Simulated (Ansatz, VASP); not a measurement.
# BAs in two plane-wave programs, part 2 of 2

One calculation is typed for both programs; each brings its own data sets. How far apart do they land? The cell is taken from a series of runs on this material, whose earlier steps may have relaxed, scaled, displaced or heated it; both programs get it as it stands.

VASP 6.6.1 and Ansatz 0.2.0.

So far: The structure; VASP: zone-centre phonons, LDA, pair 1; Ansatz: zone-centre phonons, LDA, pair 1; Comparison.

## (5) Ansatz: zone-centre phonons, LDA, pair 2

Level of this step: Ansatz beside VASP: Kohn-Sham DFT, plane waves, LDA (Ansatz).

Second derivatives magnify differences that forces hide, and they need a tight electronic threshold.

The cell is taken from a series of runs on this material, whose earlier steps may have relaxed, scaled, displaced or heated it; both programs get it as it stands.

The input, input.yaml:

```yaml
crystal:
  lattice:
    - [0.0, 2.367289264, 2.367289264]
    - [2.367289264, 0.0, 2.367289264]
    - [2.367289264, 2.367289264, 0.0]
  atoms:
    - { symbol: B, position: [0.0, 0.0, 0.0] }
    - { symbol: As, position: [0.25, 0.25, 0.25] }
kpoints:
  mp_grid: { grid: [6, 6, 6] }
hamiltonian:
  xc: lda
scf:
  occupations: { method: fixed }
output:
  eigenvalues: true
basis:
  ecutwfc: 260.0
phonons:
  method: dfpt
  qmesh: [2, 2, 2]
  temperatures: { t_max: 1000, t_step: 50 }
  qpath:
    path:
      - [[0.0, 0.0, 0.0], [-0.5, -0.5, 0.0], [-0.375, -0.375, 0.25]]
      - [[-0.375, 0.0, 0.375], [0.0, 0.0, 0.0], [0.0, 0.0, 0.5], [-0.5, -0.25, 0.25], [-0.5, -0.5, 0.0]]
    npoints: 10
```

The run is started by

```
$ ansatz run input.yaml --threads 4 --pin off --max-ram 7168MiB --backend cpu --events-out ev --progress --plain --runs-dir out
```

Numbers of over 12 decimals in the logs are rounded to 6 here.

Log:

```text
[...]
largest difference from the sums on the solved wave vectors: F 5.39e-2 eV, S 8.62e-5 and C_V 3.23e-5 eV/K
  zero-point energy: 0.167601 eV/cell   skipped modes (ω ≤ 0): 3   left out of the sums: 4.70e-5 of the cell's modes: C_V's classical limit lies that fraction below 3 k_B per atom; for a crystal, a wire or a layer, F and S can be off by more, and a phonons.interpolated_qmesh denser along its periods is the remedy for the sampling
[key lines of the parts left out:]
SCF converged after 9 iterations
Free energy (F): -4922.946402 eV
Fermi energy:    11.275609 eV
```

## (6) VASP: zone-centre phonons, LDA, pair 2

The same cell, functional (in two slightly different forms) and mesh now go to VASP, with its own data sets.

The input, INCAR:

```
SYSTEM = BAs
PREC = Accurate
ENCUT = 500
EDIFF = 1E-08
NELM = 120
ISMEAR = 0
SIGMA = 0.01
LREAL = .FALSE.
ALGO = Normal
GGA = CA
NBANDS = 10
LORBIT = 11
LWAVE = .FALSE.
LCHARG = .FALSE.
ISIF = 2
IBRION = 8
LEPSILON = .TRUE.
LASPH = .TRUE.
GGA_COMPAT = .FALSE.
EFERMI = MIDGAP
KPAR = 2
```

The input, POSCAR:

```
BAs
1.0
    0.0000000000      2.3672892640      2.3672892640
    2.3672892640      0.0000000000      2.3672892640
    2.3672892640      2.3672892640      0.0000000000
B As
1 1
Direct
    0.0000000000      0.0000000000      0.0000000000
    0.2500000000      0.2500000000      0.2500000000
```

The input, KPOINTS:

```
Automatic mesh
0
Gamma
6 6 6
0 0 0
```

Potentials, in the order of the species: B and As (LDA family, release 64).

The run is started by

```
$ mpirun -np 2 vasp_std
```

Log:

```text
[... set-up lines as in an earlier step ...]
 entering main loop
       N       E                     dE             d eps       ncg     rms          rms(c)
[... 13 cycles as in an earlier step ...]
   1 F= -.12906887E+02 E0= -.12906887E+02  d E =0.000000E+00
 Linear response reoptimize wavefunctions to high precision
[... 2 cycles as in an earlier step ...]
 Linear response G [H, r] |phi>, progress :
  Direction:   1
       N       E                     dE             d eps       ncg     rms
RMM:   1    -0.515139642290E+02   -0.51514E+02   -0.83268E+01   794   0.462E+01
RMM:   2    -0.388254491358E+02    0.12689E+02   -0.31451E+00   529   0.111E+01
RMM:   3    -0.388169903823E+02    0.84588E-02   -0.77617E-02   558   0.911E-01
RMM:   4    -0.388122961885E+02    0.46942E-02   -0.56776E-03   561   0.997E-02
[...]
RMM:   9    -0.388117590879E+02    0.18478E-07   -0.20812E-05   471   0.101E-03
RMM:  10    -0.388117590697E+02    0.18205E-07   -0.17680E-05   417   0.101E-03
RMM:  11    -0.388117590543E+02    0.15418E-07   -0.11978E-05   397   0.101E-03
[...]
Born effective charge ion    1 direction 1 :  -0.757   0.000   0.000
 Linear response progress:
  Degree of freedom:   2/  2
       N       E                     dE             d eps       ncg     rms          rms(c)
RMM:   1    -0.405933779809E-01   -0.40593E-01    0.24123E-02  2174   0.115E+00
RMM:   2    -0.375974424673E-01    0.29959E-02    0.90621E-04  1469   0.211E-01    0.978E-02
[... 1 cycle as in an earlier step ...]
RMM:   4    -0.376710770280E-01   -0.44712E-04    0.25997E-04  1516   0.300E-02    0.318E-03
RMM:   5    -0.376913273552E-01   -0.20250E-04    0.21080E-05  1588   0.255E-03    0.840E-04
RMM:   6    -0.376899924276E-01    0.13349E-05    0.18802E-07  1590   0.484E-04    0.135E-04
RMM:   7    -0.376895105293E-01    0.48190E-06   -0.51071E-07  1644   0.125E-04    0.471E-05
RMM:   8    -0.376894274445E-01    0.83085E-07   -0.11799E-07  1597   0.768E-05    0.143E-05
RMM:   9    -0.376894478832E-01   -0.20439E-07    0.49884E-08  1672   0.673E-05    0.598E-07
RMM:  10    -0.376894562981E-01   -0.84149E-08    0.26545E-08  1325   0.634E-05    0.232E-07
 first order change of Fermi-energy   0.23928E+01
 force on displaced ion       2 direction 1 : -17.321   0.000   0.000
 Born effective charge ion    2 direction 1 :   0.341   0.000   0.000
 Born effective charges drift removed
 Linear response finished
```

From OUTCAR (step 6):

```text
 MACROSCOPIC STATIC DIELECTRIC TENSOR (including local field effects in DFT)
 ------------------------------------------------------
          11.055106     0.000000     0.000000
           0.000000    11.055106     0.000000
           0.000000    -0.000000    11.055106
 ------------------------------------------------------

 MACROSCOPIC STATIC DIELECTRIC TENSOR IONIC CONTRIBUTION
 ------------------------------------------------------
           0.120010    -0.000000     0.000000
          -0.000000     0.120010    -0.000000
           0.000000    -0.000000     0.120010
 ------------------------------------------------------

[... 4 parts as in an earlier step ...]
```

## (7) Comparison

What differs besides the data sets and the points named for the pairs above, as far as they apply: VASP's run holds the zone centre alone; VASP's response is taken on the typed mesh, Ansatz refines its own for the field response alone; the data sets hold 18 valence electrons in Ansatz (on its default PAW (the set named soft_2) files) and 8 in VASP. Total energies have different zeros and are not compared.

Both answers:

```
                                     quantity  Ansatz   VASP  difference
                                        ε∞ xx    9.67  11.06    -12.53 %
                                        ε∞ yy    9.67  11.06    -12.53 %
                                        ε∞ zz    9.67  11.06    -12.53 %
 Born charge of B1 (mean of the diagonal) (e)   -0.53  -0.55       +0.03
Born charge of As2 (mean of the diagonal) (e)    0.53   0.55       -0.03
                   optical mode 1 to 3 (cm⁻¹)   714.0  705.9     +1.15 %
```

Modes are paired by rising frequency, not by their patterns, so a pair may set unlike modes beside each other; they are those without the splitting of longitudinal modes.

## (8) Outcome

| Item | Value |
| --- | --- |
| r.m.s. difference of the optical zone-centre modes, each program's sorted by frequency (zone-centre phonons, LDA, pair 1) | 8.1 cm⁻¹ |
| difference in optical mode 1 to 3 (zone-centre phonons, LDA, pair 1) | +1.2 % |
| difference in ε∞ xx (zone-centre phonons, LDA, pair 2) | -13 % |

What this shows: The difference in ε∞ xx is -13 % (zone-centre phonons, LDA, pair 2), beyond the 5 % picked in this series as the mark of a large difference. The data sets hold unlike numbers of valence electrons (18 in Ansatz and 8 in VASP), so part of the differences comes from the potentials. Among the rows given in per cent, the largest difference of the zone-centre phonons, LDA, pair 1 pair is in optical mode 1 to 3, +1.2 %. Ansatz's own log doubts the convergence of its zone-centre phonons, LDA, pair 2 run, which may account for the difference. How closely two codes agree says nothing of how well the functional describes the real material.

[Lines on the potential files, build, host, timing and source positions are cut from VASP's logs without a mark.]

[Logs are printed without paths, hosts, clocks, repeated set-up lines and the standing remarks that a program may print on its own settings, such as how far it seeks lower states.]

[Hosts, paths, dates, database ids (printed as entryN), source tags and the programs' standing remarks are cut or masked in the printed files.]
